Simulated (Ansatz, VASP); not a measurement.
# Y2S2N (Y2NS2 MXene monolayer) in two plane-wave programs

Aim: how closely do two programs agree when they are given the same cell, functional and k mesh? The structure shown is the start of the Ansatz relaxation below; VASP solves that cell, so the two are compared at the walk's first step.

Main program and level: Ansatz 0.2.0; plane waves, with VASP 6.6.1 beside it; single point at PBE with D3(BJ).

## 1. The starting structure

The cell holds 5 atoms: 2 S, 2 Y and 1 N. Its edges and angles: a = 3.406 Å, b = 3.406 Å, c = 44.161 Å, α = 90.0°, β = 90.0°, γ = 120.0°. Vacuum lies along c.

Coordinates:

```cif
data_structure
_symmetry_space_group_name_H-M 'P 1'
_symmetry_Int_Tables_number 1
_cell_length_a 3.4063
_cell_length_b 3.4063
_cell_length_c 44.1611
_cell_angle_alpha 90.000
_cell_angle_beta 90.000
_cell_angle_gamma 120.000
_cell_volume 443.74
loop_
_atom_site_label
_atom_site_type_symbol
_atom_site_fract_x
_atom_site_fract_y
_atom_site_fract_z
_atom_site_occupancy
S1 S 0.33333 0.66667 0.42571 1
S2 S 0.66667 0.33333 0.57429 1
Y3 Y 0.66667 0.33333 0.46957 1
Y4 Y 0.33333 0.66667 0.53043 1
N5 N 0.00000 0.00000 0.50000 1
```

## 2. Ansatz: relaxation, PBE with D3(BJ)

Ansatz runs on its default PAW (the set named soft_2) files.

The two programs are compared at the cell with which this relaxation starts, whose forces are those of its first step.

input.yaml reads:

```yaml
crystal:
  lattice:
    - [3.40626, 0.0, 0.0]
    - [-1.70313, 2.9499076919, 0.0]
    - [0.0, 0.0, 44.1610554266]
  atoms:
    - { symbol: S, position: [0.3333333333, 0.6666666667, 0.4257144631] }
    - { symbol: "Y", position: [0.6666666667, 0.3333333333, 0.4695655044], spin: 1.0 }
    - { symbol: "N", position: [0.0, 0.0, 0.5] }
    - { symbol: "Y", position: [0.3333333333, 0.6666666667, 0.5304344956], spin: 1.0 }
    - { symbol: S, position: [0.6666666667, 0.3333333333, 0.5742855369] }
  periodic: [true, true, false]
magnetization:
  spin_polarized: true
kpoints:
  mp_grid: { grid: [12, 12, 1] }
hamiltonian:
  xc: pbe
  dispersion: d3bj
scf:
  occupations: { method: fermi_dirac, width: 0.05 }
  convergence: { dr2_threshold: 1.0e-09 }
relax:
  f_tol: 0.004
  max_steps: 90
  cell: {}
output:
  write_potential: true
  write_density: true
  volumetric_format: npy
```

Command:

```bash
$ ansatz run input.yaml --threads 2 --pin off --max-ram 3072MiB --backend cpu --events-out ev --progress --plain --runs-dir out
```

Numbers of over 12 decimals in the logs are rounded to 6 here.

The program printed:

```text
Warning: relax.cell: scf.convergence.dr2_threshold = 1e-9 eV is looser than the 1.82303070341e-10 eV advised for a relaxation that steers and ends on the stress (1e-10 eV for each atom of the cell: 5, times the square of relax.cell.stress_2d_tol = 0.05 N/m over 16.6 Å (the atoms' height at the walk's start and 5 Å past either face), 3.019e-2 GPa, over a crystal's default 0.05). What an SCF threshold leaves in a stress goes as its square root, and in the free energy as the threshold itself, and one threshold admits the most on a small cell: [figures from the program's tests cut] Set scf.convergence.dr2_threshold to 1.82303070341e-10 eV or tighter. [rest of the remark cut]
Engine: ansatz 0.2.0, x86_64-unknown-linux-gnu
Pseudopotentials: kind: paw
Pseudopotential: S, paw, valence charge 6, recommended cutoff 420 eV (normal), S.paw.azcp
Pseudopotential: Y, paw, valence charge 11, recommended cutoff 420 eV (normal), Y.paw.azcp
Pseudopotential: N, paw, valence charge 5, recommended cutoff 420 eV (normal), N.paw.azcp
Functional definition: PBE
  parameter kappa = 0.804
  parameter beta = 0.066725
  exchange = pbe_x(kappa = kappa, mu = beta*pi^2/3)
  correlation = pbe_c(beta = beta)
Crystal: 5 atoms, lattice volume = 443.737 Å³
Basis set: ecut = 420 eV, 8715 PW (Γ), exchange–correlation on 48×48×600 points (8 copies of the dense FFT grid, shifted against one another)
Bands: 26, of which v1, the nominal top of the filled ones, is band 20 counted from 1 (19 counted from 0)
Symmetry: 12 space group operations
Space group: P-3m1 (ITA 164), of the structure as read, at distance tolerance 7.6e-5 Å
Magnetic group: BNS 164.85 (UNI 1315), of the structure as read, at distance tolerance 7.6e-5 Å
k-points: 19 of 144
Non-local potential: S, projectors of the file, l = 0: 2, l = 1: 2, l = 2: 2
Non-local potential: Y, projectors of the file, l = 0: 3, l = 1: 2, l = 2: 2, l = 3: 1
Non-local potential: N, projectors of the file, l = 0: 2, l = 1: 2, l = 2: 1
PAW form: soft (Blöchl's): semilocal exchange-correlation on the pseudo side does not see the compensation charge
PAW one-centre angular grid: S, 110 points (default); XC on 64 Gauss nodes
PAW one-centre angular grid: Y, 590 points (default); XC on 64 Gauss nodes
PAW one-centre angular grid: N, 110 points (default); XC on 64 Gauss nodes
Initial density: superposition of atomic densities (neutral atoms: chi_scale 0, normalization atom)
Starting moments: Σ|m| = 2 μB on 2 of 5 sites
Initial wavefunctions: pseudopotential atomic-orbital guess
Functional: x = pbe(κ = 0.804, μ = 0.219515), c = pbe(β = 0.066725)
SCF iter   1: F=—  HF=-9895.606526 eV  |F-HF|=—  |Δ(HF+E_count)|=         —  Δρ=2.29e-2 (↑2.22e-2 ↓2.29e-2)  dr2=1.47e1  dr2_m=1.47e-1  M=0.422 μB ∫|m|=0.596 μB  β_m=0.30  ethr=3.10e-3  ⟨swp⟩=12.6  Hψ=7655  notcnv=0
Mixer restart at iter 1: flushing history
preconditioner: auto → LDOS  [metal: Δε(μ)=0.038 eV  Ē_g=9.030 eV  σ=0.050 eV  W_gap=0.19  n_scr=24 (ndim 8)  ℏωp=8.5 eV  f_vac=0.759  D(μ)=3.25/eV (n_scr^D=16)]
spin=Collinear: LDOS preconditioning applied to the charge; magnetization (m = ρ↑ − ρ↓) channel mixes plain (no charge-response kernel on spin).
SCF iter   2: F=—  HF=-9892.789363 eV  |F-HF|=—  |Δ(HF+E_count)|=    2.82e0  Δρ=8.17e-3 (↑8.17e-3 ↓7.82e-3)  dr2=1.25e0  dr2_m=8.73e-2  M=0.271 μB ∫|m|=0.473 μB  β_m=0.35  ethr=3.10e-3  ⟨swp⟩=4.1  Hψ=2386  notcnv=0  defer=44
SCF iter   3: F=—  HF=-9892.714065 eV  |F-HF|=—  |Δ(HF+E_count)|=   7.53e-2  Δρ=5.11e-3 (↑5.11e-3 ↓4.50e-3)  dr2=1.97e-1  dr2_m=3.26e-2  M=0.188 μB ∫|m|=0.358 μB  β_m=0.58  ethr=3.10e-3  ⟨swp⟩=2.8  Hψ=1859  notcnv=0  defer=45
SCF iter   4: F=—  HF=-9892.822661 eV  |F-HF|=—  |Δ(HF+E_count)|=         —  Δρ=1.35e-3 (↑1.35e-3 ↓1.30e-3)  dr2=2.05e-2  dr2_m=3.30e-3  M=0.065 μB ∫|m|=0.149 μB  β_m=0.58  ethr=5.04e-4  ⟨swp⟩=3.7  Hψ=2266  notcnv=0  defer=45
SCF iter   5: F=—  HF=-9892.826128 eV  |F-HF|=—  |Δ(HF+E_count)|=   3.47e-3  Δρ=6.64e-4 (↑5.82e-4 ↓6.64e-4)  dr2=5.10e-3  dr2_m=9.07e-4  M=0.041 μB ∫|m|=0.092 μB  β_m=0.79  ethr=5.25e-5  ⟨swp⟩=2.9  Hψ=1930  notcnv=0  defer=45
SCF iter   6: F=—  HF=-9892.828384 eV  |F-HF|=—  |Δ(HF+E_count)|=   2.26e-3  Δρ=1.78e-4 (↑1.78e-4 ↓1.40e-4)  dr2=7.41e-5  dr2_m=7.91e-5  M=0.013 μB ∫|m|=0.027 μB  β_m=0.89  ethr=1.31e-5  ⟨swp⟩=3.7  Hψ=2267  notcnv=0  defer=45
[...]
SCF 9 converged in 6 iterations: F = -9893.457850 eV  dr2 = 3.20e-10
relax step   9: F+E_penalty+E_count = -9893.45785005 eV  Δ(F+E_penalty+E_count) = +7.617e-7 eV  max|allowed force component| = 1.860e-4 eV/Å  Δτ_max = 0.0005 Å  P = +0.002 N/m  Ω = 515.929 Å³  energy of the carried Pulay correction = -4.008e-4 eV  fix = [c, alpha, beta]  reactions: c +0.000 N/m  (6 SCF iters, accepted)
iter 1 solved again at ethr=5.50e-8 eV; its pass at ethr=3.10e-3 eV (dr2=2.15e-5 eV) is discarded
SCF iter   1: F=—  HF=-9893.458262 eV  |F-HF|=—  |Δ(HF+E_count)|=         —  Δρ=4.23e-6 (↑4.23e-6 ↓4.23e-6)  dr2=6.40e-8  dr2_m=1.80e-12  M=0.000 μB ∫|m|=0.000 μB  β_m=0.65  ethr=5.50e-8  ⟨swp⟩=6.7  Hψ=12500  notcnv=0
preconditioner: auto → LDOS  [metal: Δε(μ)=0.068 eV  Ē_g=8.343 eV  σ=0.050 eV  W_gap=0.32  n_scr=22 (ndim 8)  ℏωp=7.8 eV  f_vac=0.779  D(μ)=3.32/eV (n_scr^D=14)]
spin=Collinear: LDOS preconditioning applied to the charge; magnetization (m = ρ↑ − ρ↓) channel mixes plain (no charge-response kernel on spin).
SCF iter   2: F=—  HF=-9893.458253 eV  |F-HF|=—  |Δ(HF+E_count)|=   9.72e-6  Δρ=1.42e-6 (↑1.42e-6 ↓1.42e-6)  dr2=6.79e-9  dr2_m=4.07e-13  M=0.000 μB ∫|m|=0.000 μB  β_m=0.57  ethr=1.64e-10  ⟨swp⟩=4.0  Hψ=2692  notcnv=0
SCF iter   3: F=—  HF=-9893.458257 eV  |F-HF|=—  |Δ(HF+E_count)|=   4.22e-6  Δρ=4.75e-7 (↑4.75e-7 ↓4.74e-7)  dr2=1.08e-9  dr2_m=9.65e-14  M=0.000 μB ∫|m|=0.000 μB  β_m=0.70  ethr=1.74e-11  ⟨swp⟩=3.1  Hψ=1902  notcnv=0
SCF iter   4: F=-9893.458258 eV  HF=-9893.458258 eV  |F-HF|=8.82e-8  |Δ(HF+E_count)|=   9.25e-7  Δρ=1.18e-7 (↑1.18e-7 ↓1.17e-7)  dr2=2.58e-10  dr2_m=2.33e-14  M=0.000 μB ∫|m|=0.000 μB  ethr=2.56e-12  ⟨swp⟩=13.5  Hψ=8268  notcnv=0
the starting moments were not kept: the SCF closed with an absolute magnetisation of 6.1e-7 μB, where they sum to 2 μB in size (2 sites). That is at most 0.1 of that sum. Measured as dr2_m measures the in/out step, that magnetisation stands 4.4e-14 eV from none, at or under the dr2_threshold of 1.0e-9 eV: it is no larger than a step whose dr2_m would equal this threshold.
SCF 10 converged in 4 iterations: F = -9893.458258 eV  dr2 = 2.58e-10
relax step  10: F+E_penalty+E_count = -9893.45825776 eV  Δ(F+E_penalty+E_count) = -4.077e-4 eV  max|allowed force component| = 1.180e-4 eV/Å  Δτ_max = 0.0000 Å  P = +0.004 N/m  Ω = 515.929 Å³  fix = [c, alpha, beta]  reactions: c +0.000 N/m  stress off target by 3.90e-3 N/m on what of the cell is left free  SCF on the basis re-selected at this cell (its energy is not comparable with the rows above)  (4 SCF iters)
basis re-selected at this cell: Δ(F+E_penalty+E_count) = -4.077e-4 eV, ΔP = +0.002 N/m vs the last step (what re-selecting the basis moved, of the pressure what is left beyond the Pulay correction that the steps carried, after the strain that the cell walked since its last selection, with what the two solves' SCF thresholds leave and, on support functions, any second-order correction that the steps lacked; it is no m [...]
WARN: The input density's exchange-correlation potential varies sharply where the density is thin. Do not read a vacuum level from v_tot or v_xc, or from such a field of the output density. On a cell that repeats whose density bears no net charge and no dipole along the vacuum's axis use v_es (v_loc + v_h of the components); under efield.dipole_correction with no amplitude use v_es + v_field, which holds any external [...]
SCF converged after 4 iterations
Magnetization: 0.0000 μB (19.5000 up, 19.5000 down)
Absolute magnetization: 0.0000 μB (∫|ρ↑−ρ↓|, with the PAW one-centre terms)
Spin contamination: 0.0000 ħ² per cell (⟨S²⟩ above its minimum at these occupations)
Per-site moments (μB) at R_I (Å): [(1.4291526584444072e-7, 1.089834), (-1.0577831260853187e-8, 1.045877), (1.6536824781640545e-7, 1.045877), (-1.0577831247758738e-8, 1.045877), (1.4291526586545018e-7, 1.089834)]
Free energy (F): -9893.458258 eV
Harris-Foulkes:  -9893.458258 eV  (|F-HF|=8.82e-8)
Internal energy: -9893.429597 eV  (E = F + TS)
E sigma→0 (E₀):  -9893.443927 eV
Entropy (-TS):   -0.028661 eV (-5.732 meV/atom)
Fermi energy:    -7.200700 eV
--- Per-component energies (eV) ---
  E_band       = -780.590027
  E_kinetic    = 954.448946
  E_local      = -104174.055844  (includes V_loc(G=0)·N_el)
  E_nonlocal   = 201.788068
  E_hartree    = 51511.917986
  E_xc         = -603.154704
  E_vxc        = -652.100527  (∫ρ·V_xc dr)
  E_paw        = -6977.783715  (= ΣΔE_a)
  E_vpaw       = -134.507725  (= ΣTr[D̂ρ^β])
  E_aug_tail   = 0.000097  (compensation charges beyond the density's cutoff)
  E_ewald      = 49194.638155
  E_disp       = -1.228587  (pairwise vdW)
  E_smearing   = -0.028661  (= −TS)
  E_closure    = -0.000000  (closes the sum)
  Σ components = -9893.458258   (vs F -9893.458258, Δ=0.00e0)
--- Forces (eV/Å), atoms counted from 1 ---
  atom   1  S      0.00000000     0.00000000    -0.00004436
  atom   2  Y     -0.00000000    -0.00000000     0.00011803
  atom   3  N      0.00000000     0.00000000     0.00000000
  atom   4  Y      0.00000000     0.00000000    -0.00011803
  atom   5  S      0.00000000    -0.00000000     0.00004436
  max |Σ_I F_I| component: 1.36e-20 eV/Å
--- 2D stress c σ (N/m, compression-positive) ---
        0.003904       0.000000      -0.000000
        0.000000       0.003904      -0.000000
       -0.000000      -0.000000       0.000000
  P = ½ c Tr σ = 0.0039 N/m
--- Band table (eV; the first three rows and the last of 38) ---
  k-point 0 ↑: bands = [... 16 lower, -7.3874, -7.2197, -6.6425, -6.6425, -3.6321, -3.6321, -3.3757, -2.7040, ... 2 higher]
  k-point 1 ↑: bands = [... 16 lower, -7.4007, -7.0116, -6.9397, -6.7509, -3.8231, -3.4677, -3.3172, -2.5039, ... 2 higher]
  k-point 2 ↑: bands = [... 16 lower, -7.7861, -7.4493, -6.9726, -6.9545, -4.2762, -3.1202, -3.0675, -2.3771, ... 2 higher]
  k-point 18 ↓: bands = [... 16 lower, -8.1368, -8.1368, -8.0030, -8.0030, -3.1613, -3.1613, -2.6580, -1.1922, ... 2 higher]
  the weakly bound empty levels are not read free of the cell's end (no_gap_told)
--- Relaxed structure (8 steps of the walk, 8 accepted, 2 SCFs on fresh bases) ---
  F+E_penalty+E_count = -9893.45825776 eV   max|allowed force component| = 1.180e-4 eV/Å   (the final SCF, on the basis selected at the relaxed cell)
  cell:  # Å, volume = 515.9292 Å³
    - [3.672908, 0.0, 0]
    - [-1.836454, 3.180831, 0]
    - [0, 0, 44.1610554266]
  atoms:
    - { symbol: S, position: [0.333333, 0.666667, 0.432841] }
    - { symbol: Y, position: [0.666667, 0.333333, 0.468527] }
    - { symbol: N, position: [0, 0, 0.500000] }
    - { symbol: Y, position: [0.333333, 0.666667, 0.531473] }
    - { symbol: S, position: [0.666667, 0.333333, 0.567159] }
```

In the SCF lines HF is the Harris–Foulkes energy and dr2 the Hartree energy of the density residual, in eV; the loop may stop once dr2 is under the threshold and the program's other checks hold. Hψ counts applications of the Hamiltonian.

[end of part 1 of 2]

[Lines on the potential files, build, host, timing and source positions are cut from VASP's logs without a mark.]

[Logs are printed without paths, hosts, clocks, repeated set-up lines and the standing remarks that a program may print on its own settings, such as how far it seeks lower states.]

[Hosts, paths, dates, database ids (printed as entryN), source tags and the programs' standing remarks are cut or masked in the printed files.]
